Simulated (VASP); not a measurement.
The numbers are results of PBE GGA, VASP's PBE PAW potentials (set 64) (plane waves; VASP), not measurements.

VASP input:

### POSCAR
```
H atom
1
   12.0000000000     0.0000000000     0.0000000000
    0.0000000000    12.5000000000     0.0000000000
    0.0000000000     0.0000000000    13.0000000000
H
1
Direct
  0.0000000000   0.0000000000   0.0000000000
```

### INCAR
```
! general
SYSTEM  = H atom
PREC    = Normal
ENCUT   = 520   ! plane-wave cut-off (eV)
LREAL   = .False.
LASPH   = .True.
ISYM    = 0

! electronic loop
EDIFF   = 1E-6   ! SCF stop (eV)
NELM    = 200
ALGO    = All   ! all-band CG

! smearing
ISMEAR  = 0
SIGMA   = 0.01

! functional
GGA     = PE

! spin
ISPIN   = 2   ! spin-polarised
MAGMOM  = 1
NUPDOWN = 1

! output
LWAVE   = .False.
LCHARG  = .False.
LORBIT  = 10
```

KPOINTS:
```
Automatic
0
gamma
1 1 1
0 0 0
```

POTCAR, in this order: H (PBE.64 set). Program: vasp_gam. Read from the step before: WAVECAR.

**Question.** What will the output report for the number of irreducible k-points (NKPTS), largest plane-wave count, FFT grid (NGX, NGY, NGZ)?

**Answer.** 
```yaml
number of irreducible k-points (NKPTS): 1
largest_plane_wave_count: 26244
FFT grid (NGX, NGY, NGZ): 70 × 70 × 80
```

The cell is a free atom in a box.
